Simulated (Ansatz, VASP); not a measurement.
**Cross-check of Sb3Au between VASP and Ansatz**

One calculation is typed for both programs; each brings its own data sets and cutoff. How far apart do they land?

Program: Ansatz 0.2.0. Level of theory: plane waves, with VASP 6.6.1 beside it; relaxation of cell and atoms at PBEsol. Results are calculated unless marked as measured.

### 1. The structure

Symmetry: Im-3m, No. 229, cubic system. Conventional cell: a = 5.862 Å, b = 5.862 Å, c = 5.862 Å, α = 90.00°, β = 90.00°, γ = 90.00°. Nearest to Au lie 6 Sb at 2.93 Å. Sb has 4 Sb at 2.93 Å and 2 Au at 2.93 Å nearest. Farther neighbours are not listed.

Coordinates:

```
Au Sb
1.0
    -2.93115    2.93115    2.93115
     2.93115   -2.93115    2.93115
     2.93115    2.93115   -2.93115
Au Sb
1 3
Cartesian
  0.0000 0.0000 0.0000
  0.0000 0.0000 2.9311
  0.0000 2.9311 0.0000
  2.9311 0.0000 0.0000
```

### 2. VASP: relaxation of cell and atoms, PBEsol

The relaxed volume is the usual yardstick between codes: its relative difference is about their pressure difference at one cell divided by the bulk modulus.

Lines of VASP's logs that name or quote its potential files are left out, and so is its time.

INCAR

```
SYSTEM = Sb3Au
PREC = Accurate
ENCUT = 350
EDIFF = 1E-06
NELM = 120
ISMEAR = 0
SIGMA = 0.1
LREAL = .FALSE.
ALGO = Normal
GGA = PS
NBANDS = 19
LORBIT = 11
LWAVE = .FALSE.
LCHARG = .FALSE.
IBRION = 2
NSW = 30
ISIF = 3
EDIFFG = -0.02
POTIM = 0.4
```

POSCAR

```
Sb3Au
1.0
   -2.9311466960      2.9311466960      2.9311466960
    2.9311466960     -2.9311466960      2.9311466960
    2.9311466960      2.9311466960     -2.9311466960
Au Sb
1 3
Direct
    0.0000000000      0.0000000000      0.0000000000
    0.5000000000      0.5000000000      0.0000000000
    0.5000000000      0.0000000000      0.5000000000
    0.0000000000      0.5000000000      0.5000000000
```

KPOINTS

```
Automatic mesh
0
Gamma
4 4 4
0 0 0
```

Potentials, in the order of the species: Au and Sb (PBE family, release 64).

Launch:

```sh
$ export OMP_NUM_THREADS=5
$ mpirun -np 1 vasp_std
```

Numbers of over 12 decimals in the logs are rounded to 6 here.

The program printed:

```text
[banner, memory and clock lines left out]
running    1 mpi-ranks, on    1 nodes
 distrk:  each k-point on    1 cores,    1 groups
 distr:  one band on    1 cores,    1 groups
 Offloading initialized ...    1 GPUs detected
 POSCAR found type information on POSCAR AuSb
 POSCAR found :  2 types and       4 ions
|                                                                             |
|               ----> ADVICE to this user running VASP <----                  |
|                                                                             |
|     You enforced a specific xc type in the INCAR file but a different       |
|     [... a line on the potential file left out ...]
|     I HOPE YOU KNOW WHAT YOU ARE DOING!                                     |
|                                                                             |

 LDA part: xc-table for (Slater+PW92), standard interpolation
 POSCAR, INCAR and KPOINTS ok, starting setup
 FFT: planning ... GRIDC
 FFT: planning ... GRID_SOFT
 FFT: planning ... GRID
 WAVECAR not read
 entering main loop
       N       E                     dE             d eps       ncg     rms          rms(c)
DAV:   1     0.105420533201E+03    0.10542E+03   -0.78356E+03   304   0.804E+02
DAV:   2    -0.127430538763E+02   -0.11816E+03   -0.11452E+03   387   0.177E+02
DAV:   3    -0.177837384676E+02   -0.50407E+01   -0.49989E+01   356   0.411E+01
DAV:   4    -0.178383778029E+02   -0.54639E-01   -0.54560E-01   369   0.479E+00
DAV:   5    -0.178389549436E+02   -0.57714E-03   -0.57712E-03   350   0.506E-01    0.711E+00
DAV:   6    -0.172512597190E+02    0.58770E+00   -0.66893E+00   316   0.190E+01    0.583E+00
DAV:   7    -0.171459272060E+02    0.10533E+00   -0.48361E-01   319   0.603E+00    0.312E+00
DAV:   8    -0.171375983240E+02    0.83289E-02   -0.14696E-01   319   0.269E+00    0.690E-01
DAV:   9    -0.171300954176E+02    0.75029E-02   -0.34785E-02   319   0.170E+00    0.199E-01
DAV:  10    -0.171302225501E+02   -0.12713E-03   -0.14624E-03   331   0.217E-01    0.509E-02
DAV:  11    -0.171301675699E+02    0.54980E-04   -0.21908E-04   342   0.126E-01    0.177E-02
DAV:  12    -0.171301695836E+02   -0.20137E-05   -0.34203E-05   334   0.357E-02    0.170E-02
DAV:  13    -0.171301688884E+02    0.69519E-06   -0.89240E-07   199   0.636E-03
   1 F= -.17130169E+02 E0= -.17117120E+02  d E =-.171302E+02
 curvature:   0.00 expect dE= 0.000E+00 dE for cont linesearch  0.000E+00
 trial: gam= 0.00000 g(F)=  0.317E-60 g(S)=  0.826E-03 ort = 0.000E+00 (trialstep = 0.100E+01)
 search vector abs. value=  0.826E-03
 bond charge predicted
       N       E                     dE             d eps       ncg     rms          rms(c)
DAV:   1    -0.171350549930E+02   -0.48854E-02   -0.76076E-02   322   0.217E+00    0.472E-01
DAV:   2    -0.171309077332E+02    0.41473E-02   -0.18903E-02   313   0.129E+00    0.189E-01
DAV:   3    -0.171306371711E+02    0.27056E-03   -0.10984E-03   304   0.232E-01    0.106E-01
DAV:   4    -0.171305397548E+02    0.97416E-04   -0.46828E-04   322   0.106E-01    0.172E-02
DAV:   5    -0.171305318430E+02    0.79117E-05   -0.61683E-05   307   0.701E-02    0.258E-02
DAV:   6    -0.171305338317E+02   -0.19887E-05   -0.78590E-06   307   0.246E-02    0.758E-03
DAV:   7    -0.171305327324E+02    0.10994E-05   -0.30515E-06   290   0.163E-02    0.518E-04
DAV:   8    -0.171305326756E+02    0.56802E-07   -0.25638E-07   152   0.288E-03
   2 F= -.17130533E+02 E0= -.17117614E+02  d E =-.363787E-03
 trial-energy change:   -0.000364  1 .order   -0.000297   -0.000826    0.000232
 step:   0.8333(harm=  0.7807)  dis= 0.00000  next Energy=   -17.130552 (dE=-0.383E-03)
 reached required accuracy - stopping structural energy minimisation
```

OUTCAR, selected parts (step 2):

```text
ion  position               nearest neighbor table
   1  0.000  0.000  0.000-   2 2.93   3 2.93   4 2.93   4 2.93   3 2.93   2 2.93
   2  0.500  0.500  0.000-   1 2.93   3 2.93   4 2.93   3 2.93   4 2.93   1 2.93
   3  0.500  0.000  0.500-   1 2.93   2 2.93   4 2.93   2 2.93   1 2.93   4 2.93
   4  0.000  0.500  0.500-   1 2.93   2 2.93   3 2.93   1 2.93   2 2.93   3 2.93

  LATTYP: Found a body centered cubic cell.
 ALAT       =     5.8622933920

 Subroutine GETGRP returns: Found 48 space group operations
 (whereof 48 operations were pure point group operations)

The static configuration has the point symmetry O_h .

 Found      8 irreducible k-points:

   k-points           NKPTS =      8   k-points in BZ     NKDIM =      8   number of bands    NBANDS=     19

   dimension x,y,z NGX =    32 NGY =   32 NGZ =   32
   dimension x,y,z NGXF=    64 NGYF=   64 NGZF=   64

   ENCUT  =  350.0 eV  25.72 Ry    5.07 a.u.   7.74  7.74  7.74*2*pi/ulx,y,z

   NELECT =      26.0000    total number of electrons

 k-points in reciprocal lattice and weights: Automatic mesh
   0.00000000  0.00000000  0.00000000       0.016
   0.25000000  0.00000000  0.00000000       0.188
   0.50000000  0.00000000  0.00000000       0.094
   0.25000000  0.25000000  0.00000000       0.375
   0.25000000  0.25000000  0.25000000       0.031
  -0.25000000  0.25000000  0.25000000       0.094
   0.50000000  0.50000000  0.25000000       0.188
   0.50000000  0.50000000  0.50000000       0.016

 average (electrostatic) potential at core
       1 -65.6304       2 -84.5773       3 -84.5773       4 -84.5773

 E-fermi :   8.0194

 k-point     1 :       0.0000    0.0000    0.0000
  band No.  band energies     occupation
    ...
     11       4.5970      2.00000
     12       6.3150      2.00000
     13       6.3150      2.00000
     14       6.3150      2.00000
     15       6.9534      2.00000
     16      11.6512      0.00000
     17      11.6512      0.00000
     18      11.6512      0.00000
     19      13.5235      0.00000

 k-point     2 :       0.2500    0.0000    0.0000
  band No.  band energies     occupation
    ...
      9       4.6806      2.00000
     10       4.8593      2.00000
     11       5.2459      2.00000
     12       5.9252      2.00000
     13       6.2376      2.00000
     14       8.3233      0.00002
     15       9.5653      0.00000
     16      11.0769      0.00000
     17      11.2554      0.00000
     18      12.4973      0.00000
    ...

 k-point     3 :       0.5000    0.0000    0.0000
  band No.  band energies     occupation
    ...
      9       4.7857      2.00000
     10       4.9698      2.00000
     11       5.5455      2.00000
     12       7.4750      2.00000
     13       7.9474      1.69159
     14       8.1283      0.12352
     15       9.3150      0.00000
     16      10.9419      0.00000
     17      12.8347      0.00000
     18      13.3229      0.00000
    ...

  Total        0.0474510      0.0474510      0.0474510     -0.0000000     -0.0000000      0.0000000
  in kB        0.7584177      0.7584177      0.7584177     -0.0000000     -0.0000000      0.0000000
  external PRESSURE =       0.7584177 kB  Pullay stress =       0.0000000 kB

  energy-cutoff  :      350.00
  volume of cell :      100.24
      direct lattice vectors                 reciprocal lattice vectors
    -2.926368584  2.926368584  2.926368584     0.000000000  0.170860227  0.170860227
     2.926368584 -2.926368584  2.926368584     0.170860227  0.000000000  0.170860227
     2.926368584  2.926368584 -2.926368584     0.170860227  0.170860227  0.000000000

 POSITION                                       TOTAL-FORCE (eV/Angst)
 -----------------------------------------------------------------------------------
      2.92637      2.92637      2.92637        -0.000000      0.000000     -0.000000
      0.00000      0.00000      2.92637        -0.000000      0.000000      0.000000
      0.00000      2.92637      0.00000         0.000000     -0.000000      0.000000
      0.00000      2.92637      2.92637         0.000000     -0.000000      0.000000
 -----------------------------------------------------------------------------------
    total drift:                               -0.000000     -0.000000      0.000000

  FREE ENERGIE OF THE ION-ELECTRON SYSTEM (eV)
  ---------------------------------------------------
  free  energy   TOTEN  =       -17.1305326756 eV

  energy  without entropy=      -17.1046955951  energy(sigma->0) =      -17.11761414

 reached required accuracy - stopping structural energy minimisation

 total charge
# of ion       s       p       d       tot
------------------------------------------
    1        0.627   0.318   8.676   9.621
    2        1.185   1.167   0.053   2.405
    3        1.185   1.167   0.053   2.405
    4        1.185   1.167   0.053   2.405
--------------------------------------------------
tot          4.181   3.819   8.834  16.835

[... 3 further parts left out ...]
```

The k-mesh is coarse for a metal. The PAW data sets were made with PBE, which is usual practice but a small mismatch for other functionals. The run keeps the 48 symmetry operations of its start, so it cannot find a distortion of lower symmetry.

### 3. Ansatz: relaxation of cell and atoms, PBEsol

Ansatz runs on its default PAW (the set named soft_2) files.

The same cell, functional, mesh and smearing now go to Ansatz, which takes its cutoff from its data sets.

input.yaml

```yaml
crystal:
  lattice:
    - [-2.931146696, 2.931146696, 2.931146696]
    - [2.931146696, -2.931146696, 2.931146696]
    - [2.931146696, 2.931146696, -2.931146696]
  atoms:
    - { symbol: Au, position: [0.0, 0.0, 0.0] }
    - { symbol: Sb, position: [0.5, 0.5, 0.0] }
    - { symbol: Sb, position: [0.5, 0.0, 0.5] }
    - { symbol: Sb, position: [0.0, 0.5, 0.5] }
hamiltonian:
  xc: pbesol
  pseudopotentials: { kind: paw }
kpoints:
  mp_grid: { grid: [4, 4, 4] }
scf:
  occupations: { method: gaussian, width: 0.1 }
relax:
  f_tol: 0.01
  max_steps: 60
  cell: { stress_tol: 0.05 }
output:
  forces: true
  stress: true
```

Launch:

```sh
$ ansatz run input.yaml --threads 4 --pin off --max-ram 9216MiB --backend cpu --events-out ev --progress --plain --runs-dir out
```

The program printed:

```text
Engine: ansatz 0.2.0, aarch64-unknown-linux-gnu
Pseudopotentials: kind: paw
Pseudopotential: Au, paw, valence charge 19, recommended cutoff 420 eV (normal), Au.paw.azcp
Pseudopotential: Sb, paw, valence charge 15, recommended cutoff 420 eV (normal), Sb.paw.azcp
Functional definition: PBEsol
  exchange = pbesol_x
  correlation = pbesol_c
Crystal: 4 atoms, lattice volume = 100.733 Å³
Basis set: ecut = 420 eV, 1961 PW (Γ), exchange–correlation on 72×72×72 points (8 copies of the dense FFT grid, shifted against one another)
Bands: 39, of which v1, the nominal top of the filled ones, is band 32 counted from 1 (31 counted from 0)
Symmetry: 48 space group operations
Space group: Im-3m (ITA 229), of the structure as read, at distance tolerance 4.7e-5 Å
k-points: 8 of 64
Non-local potential: Au, projectors of the file, l = 0: 3, l = 1: 2, l = 2: 2, l = 3: 1
Non-local potential: Sb, projectors of the file, l = 0: 2, l = 1: 2, l = 2: 2, l = 3: 2
PAW form: soft (Blöchl's): semilocal exchange-correlation on the pseudo side does not see the compensation charge
PAW frozen core: Au, regenerated for the run's functional, and the local potential with it (the file was generated under x = pbe(κ = 0.804, μ = 0.219515), c = pbe(β = 0.066725))
PAW frozen core: Sb, regenerated for the run's functional, and the local potential with it (the file was generated under x = pbe(κ = 0.804, μ = 0.219515), c = pbe(β = 0.066725))
PAW one-centre angular grid: Au, 590 points (default); XC on 64 Gauss nodes
PAW one-centre angular grid: Sb, 590 points (default); XC on 64 Gauss nodes
Initial density: superposition of atomic densities (neutral atoms: chi_scale 0, normalization atom), corrected by the library's trained network
Initial wavefunctions: pseudopotential atomic-orbital guess
Functional: x = pbesol(κ = 0.804, μ = 0.123457), c = pbesol(β = 0.046)
SCF iter   1: F=—  HF=-32230.875782 eV  |F-HF|=—  |Δ(HF+E_count)|=         —  Δρ=4.47e-3  dr2=2.96e-2  ethr=1.77e-3  ⟨swp⟩=8.8  Hψ=1375  notcnv=0  defer=1
preconditioner: auto → Resta (q_TF=auto, 2.530 Å⁻¹)  ε∞=5.8  [insulator: Δε(μ)=0.151 eV  Ē_g=8.613 eV  σ=0.100 eV  W_gap=0.70  n_scr=18 (ndim 8)  ℏωp=18.9 eV  f_vac=0.001  D(μ)=5.53/eV (n_scr^D=54)  ε∞_Penn≈5.8]
SCF iter   2: F=—  HF=-32230.867719 eV  |F-HF|=—  |Δ(HF+E_count)|=   8.06e-3  Δρ=1.39e-3  dr2=2.41e-3  ethr=4.63e-5  ⟨swp⟩=2.2  Hψ=516  notcnv=0  defer=1
SCF iter   3: F=—  HF=-32230.867002 eV  |F-HF|=—  |Δ(HF+E_count)|=   7.17e-4  Δρ=6.63e-4  dr2=6.93e-4  ethr=3.76e-6  ⟨swp⟩=2.5  Hψ=546  notcnv=0  defer=1
SCF iter   4: F=—  HF=-32230.866856 eV  |F-HF|=—  |Δ(HF+E_count)|=   1.45e-4  Δρ=2.10e-4  dr2=6.93e-5  ethr=1.08e-6  ⟨swp⟩=2.6  Hψ=533  notcnv=0  defer=1
SCF iter   5: F=—  HF=-32230.866879 eV  |F-HF|=—  |Δ(HF+E_count)|=   2.25e-5  Δρ=4.25e-5  dr2=1.61e-6  ethr=1.08e-7  ⟨swp⟩=2.0  Hψ=404  notcnv=0  defer=1
SCF iter   6: F=-32230.866880 eV  HF=-32230.866880 eV  |F-HF|=3.04e-9  |Δ(HF+E_count)|=   1.27e-6  Δρ=8.96e-6  dr2=9.02e-8  ethr=1.56e-10  ⟨swp⟩=3.8  Hψ=1285  notcnv=0
SCF 1 converged in 6 iterations: F = -32230.866880 eV  dr2 = 9.02e-8
  greatest PAW one-centre occupation: 1.001 electrons in one spin orbital (limit 2), on the Au atom at site 0 (counted from 0), in its partial waves of l = 0
relax step   1: F+E_penalty+E_count = -32230.86688018 eV  Δ(F+E_penalty+E_count) = +0.000e0 eV  max|allowed force component| = 2.515e-29 eV/Å  Δτ_max = 0.0000 Å  P = -0.257 GPa  Ω = 100.733 Å³  (6 SCF iters, dr2 threshold 1.00e-7 eV, accepted)
[...]
relax step   2: F+E_penalty+E_count = -32230.86693596 eV  Δ(F+E_penalty+E_count) = -5.578e-5 eV  max|allowed force component| = 1.188e-28 eV/Å  Δτ_max = 0.0000 Å  P = +0.322 GPa  Ω = 99.972 Å³  energy of the carried Pulay correction = +2.006e-4 eV  (5 SCF iters, dr2 threshold 1.65e-7 eV, rejected (line search))
[...]
relax step   3: F+E_penalty+E_count = -32230.86724439 eV  Δ(F+E_penalty+E_count) = -3.642e-4 eV  max|allowed force component| = 1.136e-28 eV/Å  Δτ_max = 0.0000 Å  P = -0.002 GPa  Ω = 100.394 Å³  energy of the carried Pulay correction = +8.916e-5 eV  (7 SCF iters, accepted)
[...]
relax step   4: F+E_penalty+E_count = -32230.86719984 eV  Δ(F+E_penalty+E_count) = +4.454e-5 eV  max|allowed force component| = 1.147e-28 eV/Å  Δτ_max = 0.0000 Å  P = -0.002 GPa  Ω = 100.394 Å³  stress off target by 1.95e-3 GPa  SCF on the basis re-selected at this cell (its energy is not comparable with the rows above)  (4 SCF iters)
basis re-selected at this cell: Δ(F+E_penalty+E_count) = +4.454e-5 eV, ΔP = +0.000 GPa vs the last step (what re-selecting the basis moved, of the pressure what is left beyond the Pulay correction that the steps carried, after the strain that the cell walked since its last selection, with what the two solves' SCF thresholds leave and, on support functions, any second-order correction that the steps lacked; it is no m [...]
SCF converged after 4 iterations
Free energy (F): -32230.867200 eV
Harris-Foulkes:  -32230.867200 eV  (|F-HF|=0.00e0)
Internal energy: -32230.840969 eV  (E = F + TS)
E sigma→0 (E₀):  -32230.854085 eV
Entropy (-TS):   -0.026230 eV (-6.558 meV/atom)
Fermi energy:    12.413017 eV
--- Per-component energies (eV) ---
  E_band       = -758.409769
  E_kinetic    = 1228.704497
  E_local      = -6730.744820  (includes V_loc(G=0)·N_el)
  E_nonlocal   = 1170.473402
  E_hartree    = 2993.977057
  E_xc         = -640.081780
  E_vxc        = -565.938134  (∫ρ·V_xc dr)
  E_paw        = -23066.200429  (= ΣΔE_a)
  E_vpaw       = -1848.860213  (= ΣTr[D̂ρ^β])
  E_aug_tail   = 0.001370  (compensation charges beyond the density's cutoff)
  E_ewald      = -7188.275316
  E_core_change = 1.305050  (= ΣΔE_core)
  E_smearing   = -0.026230  (= −TS)
  E_closure    = -0.000000  (closes the sum)
  Σ components = -32230.867200   (vs F -32230.867200, Δ=0.00e0)
--- Forces (eV/Å), atoms counted from 1 ---
  atom   1  Au    -0.00000000     0.00000000    -0.00000000
  atom   2  Sb     0.00000000    -0.00000000     0.00000000
  atom   3  Sb     0.00000000     0.00000000     0.00000000
  atom   4  Sb    -0.00000000    -0.00000000     0.00000000
  max |Σ_I F_I| component: 3.41e-28 eV/Å
--- Stress (GPa, compression-positive) ---
       -0.001945      -0.000000      -0.000000
        0.000000      -0.001945       0.000000
       -0.000000      -0.000000      -0.001945
  P = ⅓ Tr σ = -0.0019 GPa (-0.019 kbar)
--- Relaxed structure (3 steps of the walk, 2 accepted, 1 SCFs on fresh bases) ---
  F+E_penalty+E_count = -32230.86719984 eV   max|allowed force component| = 1.147e-28 eV/Å   (the final SCF, on the basis selected at the relaxed cell)
  cell:  # Å, volume = 100.3940 Å³
    - [-2.927853, 2.927853, 2.927853]
    - [2.927853, -2.927853, 2.927853]
    - [2.927853, 2.927853, -2.927853]
  atoms:
    - { symbol: Au, position: [0, 0, 0] }
    - { symbol: Sb, position: [0.500000, 0.500000, 0] }
    - { symbol: Sb, position: [0.500000, 0, 0.500000] }
    - { symbol: Sb, position: [0, 0.500000, 0.500000] }
```

Run time: 3.9 s. Hardware: 4 threads of Arm Neoverse N1, shared host; peak memory 0.41 GiB; 13 s of CPU time.

### 4. Comparison

Known differences besides the potentials themselves: both relaxations stop at a tolerance, which leaves soft axes loose, and VASP keeps its plane-wave basis; the data sets hold 64 valence electrons in Ansatz (default PAW (the set named soft_2) files) and 26 in VASP; the cutoff is 420 eV in Ansatz and 350 eV in VASP; Ansatz makes its cores anew for this functional, VASP keeps those of its PBE data sets; VASP leaves aspherical gradient terms in its spheres out (LASPH is not set), Ansatz keeps them; Ansatz adds a Pulay correction to the stress that steers its cell, VASP none. Total energies have different zeros and are not compared.

Both answers:

| quantity | Ansatz | VASP | difference |
| --- | --- | --- | --- |
| volume (Å³) | 100.39 | 100.24 | +0.15 % |
| edge a after relaxation, in the typed setting (Å) | 5.071 | 5.069 | +0.05 % |

The walks stopped with 0.00 GPa left in Ansatz and 0.08 GPa in VASP; each walk ends within a tolerance, so the volume difference is uncertain by about these residues over the bulk modulus, most in soft cells.

### 5. Results

```
difference in volume (relaxation of cell and atoms, PBEsol) : 0.15 %
```

In words: The difference in volume is 0.15 % (relaxation of cell and atoms, PBEsol), within the 1.2 % picked in this series as the mark of a large difference, as far as the stopping tolerances let one tell. Such differences can come from data sets, numerical settings and the points named under the comparisons, not from the functional's error against experiment.

[Lines on the potential files, build, host, timing and source positions are cut from VASP's logs without a mark.]

[Logs are printed without paths, hosts, clocks, repeated set-up lines and the standing remarks that a program may print on its own settings, such as how far it seeks lower states.]

[Hosts, paths, dates, database ids (printed as entryN), source tags and the programs' standing remarks are cut or masked in the printed files.]
